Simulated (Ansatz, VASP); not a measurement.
**Sn in two plane-wave programs**

Wanted: the spread between two codes on one cell, functional and k mesh. The cell is taken from a series of runs on this material, whose earlier steps may have relaxed, scaled, displaced or heated it; both programs get it as it stands.

Main program and level: Ansatz 0.2.0; plane waves, with VASP 6.6.1 beside it; zone-centre phonons at PBEsol.

## 1. Set-up

The structure is trigonal, space group R-3m (No. 166). Conventional cell: a = 4.532 Å, b = 4.532 Å, c = 11.475 Å, α = 90.00°, β = 90.00°, γ = 120.00°. Nearest to Sn lie 4 Sn at 2.80 to 2.82 Å.

## 2. VASP: zone-centre phonons, PBEsol

Second derivatives magnify differences that forces hide, and they need a tight electronic threshold.

Lines of VASP's logs that name or quote its potential files are left out, and so is its time.

Input file INCAR:

```
SYSTEM = Sn
PREC = Accurate
ENCUT = 500
EDIFF = 1E-08
NELM = 120
ISMEAR = 1
SIGMA = 0.2
LREAL = .FALSE.
ALGO = Normal
GGA = PS
NBANDS = 20
LORBIT = 11
LWAVE = .FALSE.
LCHARG = .FALSE.
ISIF = 2
IBRION = 8
LASPH = .TRUE.
GGA_COMPAT = .FALSE.
KPAR = 2
```

Input file POSCAR:

```
Sn
1.0
    0.0717421914      3.2766237473      3.2766237473
    3.2766237473      0.0717421914      3.2766237473
    3.2766237473      3.2766237473      0.0717421914
Sn
2
Direct
    0.5019487731      0.5019487731      0.5019487731
    0.7480512269      0.7480512269      0.7480512269
```

Input file KPOINTS:

```
Automatic mesh
0
Gamma
12 12 12
0 0 0
```

PAW data sets: Sn_d (PBE family, release 64).

Launch:

```sh
> mpirun -np 2 vasp_std
```

Numbers of over 12 decimals in the logs are rounded to 6 here.

The program printed:

```text
[banner, memory and clock lines left out]
running    2 mpi-ranks, on    1 nodes
 distrk:  each k-point on    1 cores,    2 groups
 distr:  one band on    1 cores,    1 groups

 POSCAR found type information on POSCAR Sn
 POSCAR found :  1 types and       2 ions
|                                                                             |
|               ----> ADVICE to this user running VASP <----                  |
|                                                                             |
|     You enforced a specific xc type in the INCAR file but a different       |
|     [... a line on the potential file left out ...]
|     I HOPE YOU KNOW WHAT YOU ARE DOING!                                     |
|                                                                             |

 LDA part: xc-table for (Slater+PW92), standard interpolation
 POSCAR, INCAR and KPOINTS ok, starting setup
 FFT: planning ... GRIDC
 FFT: planning ... GRID_SOFT
 FFT: planning ... GRID
 WAVECAR not read
 entering main loop
       N       E                     dE             d eps       ncg     rms          rms(c)
DAV:   1     0.221022364131E+03    0.22102E+03   -0.14762E+04  7604   0.200E+03
DAV:   2     0.146618561004E+02   -0.20636E+03   -0.20254E+03  7600   0.441E+02
DAV:   3    -0.782135273800E+01   -0.22483E+02   -0.22354E+02  8668   0.142E+02
DAV:   4    -0.853217678472E+01   -0.71082E+00   -0.71046E+00  8488   0.285E+01
DAV:   5    -0.855689673238E+01   -0.24720E-01   -0.24719E-01 10540   0.517E+00    0.329E+00
DAV:   6    -0.848383352822E+01    0.73063E-01   -0.44437E-02 10136   0.278E+00    0.186E+00
DAV:   7    -0.844900724816E+01    0.34826E-01   -0.57400E-02  8540   0.267E+00    0.168E-01
DAV:   8    -0.844993056402E+01   -0.92332E-03   -0.71735E-03  8364   0.102E+00    0.557E-02
DAV:   9    -0.845017591501E+01   -0.24535E-03   -0.35345E-04  9516   0.147E-01    0.141E-02
DAV:  10    -0.845018942674E+01   -0.13512E-04   -0.23172E-05  8852   0.423E-02    0.539E-03
DAV:  11    -0.845019136179E+01   -0.19350E-05   -0.41671E-06  9640   0.139E-02    0.144E-03
DAV:  12    -0.845019130423E+01    0.57551E-07   -0.44668E-07  8776   0.687E-03    0.731E-04
DAV:  13    -0.845019132471E+01   -0.20477E-07   -0.44722E-08  7344   0.175E-03    0.185E-04
DAV:  14    -0.845019132830E+01   -0.35934E-08   -0.50383E-09  5144   0.706E-04
   1 F= -.84501913E+01 E0= -.84502213E+01  d E =0.900147E-04
 Linear response reoptimize wavefunctions to high precision
DAV:   1    -0.845019133375E+01   -0.54461E-08   -0.18482E-09  5304   0.561E-04
DAV:   2    -0.845019133379E+01   -0.36380E-10   -0.43467E-10  4376   0.223E-04
 Linear response DOF=           1
 Linear response progress:
  Degree of freedom:   1/  1
       N       E                     dE             d eps       ncg     rms          rms(c)
RMM:   1    -0.214032843551E+00   -0.21403E+00    0.56753E-01 23855   0.101E+01
RMM:   2    -0.220701507461E+00   -0.66687E-02   -0.19924E-02 33347   0.117E+00    0.710E-02
RMM:   3    -0.220873918589E+00   -0.17241E-03   -0.16490E-03 35096   0.326E-01    0.332E-02
RMM:   4    -0.220785161043E+00    0.88758E-04   -0.11571E-04 34905   0.986E-02    0.115E-02
RMM:   5    -0.220777803856E+00    0.73572E-05   -0.16957E-05 35684   0.333E-02    0.387E-03
RMM:   6    -0.220777478604E+00    0.32525E-06   -0.18164E-06 35187   0.961E-03    0.186E-03
RMM:   7    -0.220774786666E+00    0.26919E-05   -0.29176E-07 35089   0.350E-03    0.305E-04
RMM:   8    -0.220772396537E+00    0.23901E-05    0.26915E-08 36397   0.125E-03    0.241E-04
RMM:   9    -0.220770155857E+00    0.22407E-05    0.71086E-08 35815   0.521E-04    0.564E-05
RMM:  10    -0.220770628406E+00   -0.47255E-06    0.16654E-08 37652   0.218E-04    0.327E-05
RMM:  11    -0.220770588519E+00    0.39887E-07    0.45417E-08 36349   0.115E-04    0.585E-06
RMM:  12    -0.220770583995E+00    0.45235E-08   -0.13131E-08 38811   0.658E-05    0.575E-06
 first order change of Fermi-energy   0.34692E+00
 force on displaced ion       1 direction 1 :  -7.736  -0.039  -0.039
 Linear response finished
```

Parts of OUTCAR (step 2):

```text
ion  position               nearest neighbor table
   1  0.502  0.502  0.502-   2 2.80   2 2.80   2 2.80   2 2.82
   2  0.748  0.748  0.748-   1 2.80   1 2.80   1 2.80   1 2.82

  LATTYP: Found a trigonal (rhomboedric) cell.
 ALAT       =     4.6344010729
 COS(alpha) =     0.5217700893

 Subroutine GETGRP returns: Found 12 space group operations
 (whereof  6 operations were pure point group operations)

The static configuration has the point symmetry C_3v.
 The point group associated with its full space group is D_3d.

 Found    189 irreducible k-points:

   k-points           NKPTS =    189   k-points in BZ     NKDIM =    189   number of bands    NBANDS=     20

   dimension x,y,z NGX =    36 NGY =   36 NGZ =   36
   dimension x,y,z NGXF=    72 NGYF=   72 NGZF=   72

   ENCUT  =  500.0 eV  36.75 Ry    6.06 a.u.   8.45  8.45  8.45*2*pi/ulx,y,z

   NELECT =      28.0000    total number of electrons

 k-points in reciprocal lattice and weights: Automatic mesh
   0.00000000  0.00000000  0.00000000       0.001
   0.08333333  0.00000000  0.00000000       0.003
   0.16666667 -0.00000000 -0.00000000       0.003
   0.25000000  0.00000000 -0.00000000       0.003
   0.33333333 -0.00000000 -0.00000000       0.003
   0.41666667  0.00000000 -0.00000000       0.003
   0.50000000  0.00000000 -0.00000000       0.002
   0.08333333  0.08333333 -0.00000000       0.003
   0.16666667  0.08333333 -0.00000000       0.007
[...]
-0.41666667  0.50000000  0.41666667       0.003
   0.50000000  0.50000000  0.50000000       0.001

 average (electrostatic) potential at core
       1-101.2795       2-101.2795

  Total        0.4889382      0.4889382      0.4889382     -0.2600901     -0.2600901     -0.2600901
  in kB       11.5121217     11.5121217     11.5121217     -6.1238606     -6.1238606     -6.1238606
  external PRESSURE =      11.5121217 kB  Pullay stress =       0.0000000 kB

  energy-cutoff  :      500.00
  volume of cell :       68.05
      direct lattice vectors                 reciprocal lattice vectors
     0.071742191  3.276623747  3.276623747    -0.157701464  0.154322548  0.154322548
     3.276623747  0.071742191  3.276623747     0.154322548 -0.157701464  0.154322548
     3.276623747  3.276623747  0.071742191     0.154322548  0.154322548 -0.157701464

 POSITION                                       TOTAL-FORCE (eV/Angst)
 -----------------------------------------------------------------------------------
      3.32541      3.32541      3.32541        -0.000995     -0.000995     -0.000995
      4.95583      4.95583      4.95583         0.000995      0.000995      0.000995
 -----------------------------------------------------------------------------------
    total drift:                                0.000000      0.000000      0.000000

 Eigenvectors and eigenvalues of the dynamical matrix
 ----------------------------------------------------

   1 f  =    5.672280 THz    35.639986 2PiTHz  189.206894 cm-1    23.458655 meV
             X         Y         Z           dx          dy          dz
      3.325405  3.325405  3.325405     0.408248    0.408248    0.408248
      4.955832  4.955832  4.955832    -0.408248   -0.408248   -0.408248

   2 f  =    5.629806 THz    35.373115 2PiTHz  187.790117 cm-1    23.282997 meV
             X         Y         Z           dx          dy          dz
      3.325405  3.325405  3.325405     0.288675    0.288675   -0.577350
      4.955832  4.955832  4.955832    -0.288675   -0.288675    0.577350

   3 f  =    5.629806 THz    35.373115 2PiTHz  187.790117 cm-1    23.282997 meV
             X         Y         Z           dx          dy          dz
      3.325405  3.325405  3.325405     0.500000   -0.500000   -0.000000
      4.955832  4.955832  4.955832    -0.500000    0.500000   -0.000000

   4 f  =    0.000000 THz     0.000000 2PiTHz    0.000001 cm-1     0.000000 meV
             X         Y         Z           dx          dy          dz
      3.325405  3.325405  3.325405     0.088352    0.347648   -0.609373
      4.955832  4.955832  4.955832     0.088352    0.347648   -0.609373

   5 f/i=    0.000000 THz     0.000000 2PiTHz    0.000001 cm-1     0.000000 meV
             X         Y         Z           dx          dy          dz
      3.325405  3.325405  3.325405     0.700887   -0.016742    0.092070
      4.955832  4.955832  4.955832     0.700887   -0.016742    0.092070

   6 f/i=    0.000000 THz     0.000001 2PiTHz    0.000004 cm-1     0.000001 meV
             X         Y         Z           dx          dy          dz
      3.325405  3.325405  3.325405     0.030838   -0.615517   -0.346682
      4.955832  4.955832  4.955832     0.030838   -0.615517   -0.346682

 ELASTIC MODULI CONTR FROM IONIC RELAXATION (kBar)
 Direction    XX          YY          ZZ          XY          YZ          ZX
 --------------------------------------------------------------------------------
 XX          -0.8486     -0.6102     -0.6102      3.8228     11.9810      4.5285
 YY          -0.6102     -0.8486     -0.6102      4.5285      3.8228     11.9810
 ZZ          -0.6102     -0.6102     -0.8486     11.9810      4.5285      3.8228
 XY           3.8228      4.5285     11.9810   -238.0162     19.0985     19.0985
 YZ          11.9810      3.8228      4.5285     19.0985   -238.0162     19.0985
 ZX           4.5285     11.9810      3.8228     19.0985     19.0985   -238.0162
 --------------------------------------------------------------------------------
```

## 3. Ansatz: zone-centre phonons, PBEsol

Ansatz runs on its PAW soft_1 files.

The same cell, functional, mesh and smearing now go to Ansatz, which takes its cutoff from its data sets.

Input file input.yaml:

```yaml
crystal:
  lattice:
    - [0.0717421914, 3.2766237473, 3.2766237473]
    - [3.2766237473, 0.0717421914, 3.2766237473]
    - [3.2766237473, 3.2766237473, 0.0717421914]
  atoms:
    - { symbol: Sn, position: [0.5019487731, 0.5019487731, 0.5019487731] }
    - { symbol: Sn, position: [0.7480512269, 0.7480512269, 0.7480512269] }
kpoints:
  mp_grid: { grid: [12, 12, 12] }
hamiltonian:
  xc: pbesol
  pseudopotentials: { kind: paw, azcp: { folder: soft_1 }, xc_functional: pbe }
scf:
  occupations: { method: methfessel_paxton, width: 0.2 }
output:
  eigenvalues: true
phonons:
  method: dfpt
```

Launch:

```sh
> ansatz run input.yaml --threads 4 --pin off --max-ram 10240MiB --backend cpu --events-out ev --progress --plain --runs-dir out
```

The program printed:

```text
Engine: ansatz 0.2.0, x86_64-unknown-linux-gnu
Pseudopotentials: kind: paw
Pseudopotential: Sn, paw, valence charge 14, recommended cutoff 420 eV (normal), soft_1/Sn.paw.azcp
Functional definition: PBEsol
  exchange = pbesol_x
  correlation = pbesol_c
Crystal: 2 atoms, lattice volume = 68.047 Å³
Basis set: ecut = 420 eV, 1327 PW (Γ), exchange–correlation on 64×64×64 points (8 copies of the dense FFT grid, shifted against one another)
Bands: 18, of which v1, the nominal top of the filled ones, is band 14 counted from 1 (13 counted from 0)
Symmetry: 12 space group operations
k-points: 476 of 1728 (irreducible under 2 space group operations, time reversal used)
Non-local potential: Sn, projectors of the file, l = 0: 2, l = 1: 2, l = 2: 2, l = 3: 1
PAW form: soft (Blöchl's): semilocal exchange-correlation on the pseudo side does not see the compensation charge
PAW frozen core: Sn, regenerated for the run's functional, and the local potential with it (the file was generated under x = pbe(κ = 0.804, μ = 0.219515), c = pbe(β = 0.066725))
PAW one-centre angular grid: Sn, 590 points (default); XC on 64 Gauss nodes
Initial density: superposition of atomic densities (chi_scale 0.1, normalization cell)
Initial wavefunctions: pseudopotential atomic-orbital guess
Functional: x = pbesol(κ = 0.804, μ = 0.123457), c = pbesol(β = 0.046)
SCF iter   1: F=—  HF=-11899.703470 eV  |F-HF|=—  |Δ(HF+E_count)|=         —  Δρ=2.20e-2  dr2=3.44e-1  ethr=3.10e-3  ⟨swp⟩=5.6  Hψ=45420  notcnv=0
preconditioner: auto → Kerker (q_TF=auto, 2.353 Å⁻¹)  [metal: Δε(μ)=0.018 eV  Ē_g=19.964 eV  σ=0.200 eV  W_gap=0.07  n_scr=14 (ndim 8)  ℏωp=23.8 eV  f_vac=0.005  D(μ)=0.14/eV (n_scr^D=0)]
SCF iter   2: F=—  HF=-11899.661669 eV  |F-HF|=—  |Δ(HF+E_count)|=   4.18e-2  S|Δr|=    0.00e0  Δρ=1.43e-2  dr2=1.65e-1  ethr=1.23e-3  ⟨swp⟩=1.0  Hψ=12388  notcnv=0
SCF iter   3: F=—  HF=-11899.629194 eV  |F-HF|=—  |Δ(HF+E_count)|=   3.25e-2  S|Δr|=    0.00e0  Δρ=2.67e-3  dr2=1.34e-2  ethr=5.88e-4  ⟨swp⟩=1.0  Hψ=8568  notcnv=0
SCF iter   4: F=—  HF=-11899.629723 eV  |F-HF|=—  |Δ(HF+E_count)|=   5.29e-4  S|Δr|=    0.00e0  Δρ=1.46e-3  dr2=2.79e-3  ethr=4.79e-5  ⟨swp⟩=2.0  Hψ=10374  notcnv=0
SCF iter   5: F=—  HF=-11899.630833 eV  |F-HF|=—  |Δ(HF+E_count)|=   1.11e-3  S|Δr|=    0.00e0  Δρ=3.00e-4  dr2=8.24e-5  ethr=9.95e-6  ⟨swp⟩=2.0  Hψ=10477  notcnv=0
SCF iter   6: F=—  HF=-11899.630910 eV  |F-HF|=—  |Δ(HF+E_count)|=   7.72e-5  S|Δr|=    0.00e0  Δρ=5.83e-5  dr2=1.75e-6  ethr=2.94e-7  ⟨swp⟩=2.2  Hψ=11349  notcnv=0
SCF iter   7: F=—  HF=-11899.630918 eV  |F-HF|=—  |Δ(HF+E_count)|=   7.67e-6  S|Δr|=    0.00e0  Δρ=1.24e-5  dr2=1.22e-7  ethr=6.25e-9  ⟨swp⟩=2.3  Hψ=11809  notcnv=0
SCF iter   8: F=—  HF=-11899.630918 eV  |F-HF|=—  |Δ(HF+E_count)|=   2.15e-7  S|Δr|=    0.00e0  Δρ=4.41e-6  dr2=1.86e-8  ethr=4.34e-10  ⟨swp⟩=3.0  Hψ=15478  notcnv=0
SCF iter   9: F=—  HF=-11899.630918 eV  |F-HF|=—  |Δ(HF+E_count)|=   6.44e-9  S|Δr|=    0.00e0  Δρ=1.66e-6  dr2=3.67e-9  ethr=6.64e-11  ⟨swp⟩=3.0  Hψ=15425  notcnv=0
SCF iter  10: F=—  HF=-11899.630918 eV  |F-HF|=—  |Δ(HF+E_count)|=   1.48e-9  S|Δr|=    0.00e0  Δρ=6.42e-7  dr2=3.99e-10  ethr=1.31e-11  ⟨swp⟩=2.0  Hψ=10447  notcnv=0
SCF iter  11: F=—  HF=-11899.630918 eV  |F-HF|=—  |Δ(HF+E_count)|=  3.80e-10  S|Δr|=    0.00e0  Δρ=1.56e-7  dr2=2.25e-11  ethr=1.42e-12  ⟨swp⟩=2.0  Hψ=10497  notcnv=0
SCF iter  12: F=-11899.630918 eV  HF=-11899.630918 eV  |F-HF|=5.46e-12  |Δ(HF+E_count)|=  4.00e-11  S|Δr|=    0.00e0  Δρ=7.56e-8  dr2=2.95e-12  ethr=1.00e-12  ⟨swp⟩=6.8  Hψ=39600  notcnv=0
SCF 1 converged in 12 iterations: F = -11899.630918 eV  dr2 = 2.95e-12
  greatest PAW one-centre occupation: 0.991 electrons in one spin orbital (limit 2), on the Sn atom at site 1 (counted from 0), in its partial waves of l = 2
DFPT response loops at Γ: preconditioner auto → Kerker (q_TF=auto, 2.353 Å⁻¹) (partly filled bands, converged f_vac=0.080); β = 1.00, the filter's whole step (`scf.mixing.beta` (0.50) is not read by the response loops under this deck's `scf.mixing.preconditioner`; to damp them name `kerker` or `kerker_dos`, under which they read `scf.mixing.beta`, and type it under 1.00, their step now; both keys bind the ground state too); Broyden in place of MSR1
SCF converged after 12 iterations
Stability not checked: this state was not tested for a lower state beside it, because cold or Methfessel-Paxton smearing, or corrected tetrahedra, fill the levels in a way that the test cannot read (fill_not_monotonic; see scf.lower_state_search)
Free energy (F): -11899.630918 eV
Harris-Foulkes:  -11899.630918 eV  (|F-HF|=5.46e-12)
Internal energy: -11899.631012 eV  (E = F + TS)
E sigma→0 (E₀):  -11899.630941 eV
Entropy (-TS):   0.000094 eV (0.047 meV/atom)
Fermi energy:    7.784250 eV
Step filling:    the computed levels leave a gap of 0.0000 eV = 0.0 smearing widths at the electron count; against every level under it full and every level over it empty, smearing changes F+E_penalty+E_count by -0.247 meV and its σ→0 estimate by -0.271 meV
--- Per-component energies (eV) ---
  E_band       = -248.502183
  E_kinetic    = 337.489165
  E_local      = -2616.263102  (includes V_loc(G=0)·N_el)
  E_nonlocal   = 293.934290
  E_hartree    = 1272.894341
  E_xc         = -249.254079
  E_vxc        = -160.697814  (∫ρ·V_xc dr)
  E_paw        = -8592.728092  (= ΣΔE_a)
  E_vpaw       = -648.754006  (= ΣTr[D̂ρ^β])
  E_aug_tail   = 0.000574  (compensation charges beyond the density's cutoff)
  E_ewald      = -2346.273788
  E_core_change = 0.569679  (= ΣΔE_core)
  E_smearing   = 0.000094  (= −TS)
  E_closure    = 0.000000  (closes the sum)
  Σ components = -11899.630918   (vs F -11899.630918, Δ=0.00e0)
--- Band table (eV; the first three rows and the last of 476) ---
  k-point 0: bands = [... 10 lower, -2.8763, 7.0774, 7.6614, 7.9716, 7.9716, 9.8431, 9.9986, 9.9986]
  k-point 1: bands = [... 10 lower, -2.8073, 6.2520, 7.5636, 7.8188, 8.2518, 10.0374, 10.1837, 10.2882]
  k-point 2: bands = [... 10 lower, -2.6031, 5.0066, 7.2648, 7.4967, 8.2341, 10.3929, 10.5610, 11.1808]
  k-point 475: bands = [... 10 lower, -1.3478, 1.3833, 6.8029, 6.8029, 8.0223, 11.1138, 11.1138, 13.4454]
--- Phonons (Γ-DFPT): 1 representative perturbation + reference, on 476 of 1728 k-points (Σ response iterations 3) ---
  k mesh reduced under 2 symmetry operations, with k and −k counted as one. Each operation leaves every solved perturbation unchanged. A smaller set is not used because it would not reduce the number of displacements times k-points to solve
  ASR residual: 2.364e-5 → 0.000e0 eV/Å²; symmetrization residual: 2.617e-12 eV/Å²
  ASR residual per site (eV/Å²): 2.36e-5 2.36e-5
  Γ frequencies (cm⁻¹): 0.00 0.00 0.00 187.66 187.66 189.06
  non-analytic LO–TO correction: not included (Born effective charges unavailable; polar crystals: no LO–TO splitting at Γ)
```

## 4. Differences

Known differences besides the potentials themselves: the cutoff is 420 eV in Ansatz and 500 eV in VASP; Ansatz makes its cores anew for this functional, VASP keeps those of its PBE data sets. Total energies have different zeros and are not compared.

Compared:

| quantity | Ansatz | VASP | difference |
| --- | --- | --- | --- |
| optical mode 1 to 2 (cm⁻¹) | 187.7 | 187.8 | -0.07 % |
| optical mode 3 (cm⁻¹) | 189.1 | 189.2 | -0.08 % |

Modes are paired by rising frequency, not by their patterns, so a pair may set unlike modes beside each other; they are those without the splitting of longitudinal modes.

## 5. Outcome

```json
{
 "r.m.s. difference of the optical zone-centre modes, each program's sorted by frequency (zone-centre phonons, PBEsol)": "0.14 cm⁻¹"
}
```

The r.m.s. difference of the optical zone-centre modes, each program's sorted by frequency is 0.14 cm⁻¹ (zone-centre phonons, PBEsol). How closely two codes agree says nothing of how well the functional describes the real material.

[Lines on the potential files, build, host, timing and source positions are cut from VASP's logs without a mark.]

[Logs are printed without paths, hosts, clocks, repeated set-up lines and the standing remarks that a program may print on its own settings, such as how far it seeks lower states.]

[Hosts, paths, dates, database ids (printed as entryN), source tags and the programs' standing remarks are cut or masked in the printed files.]
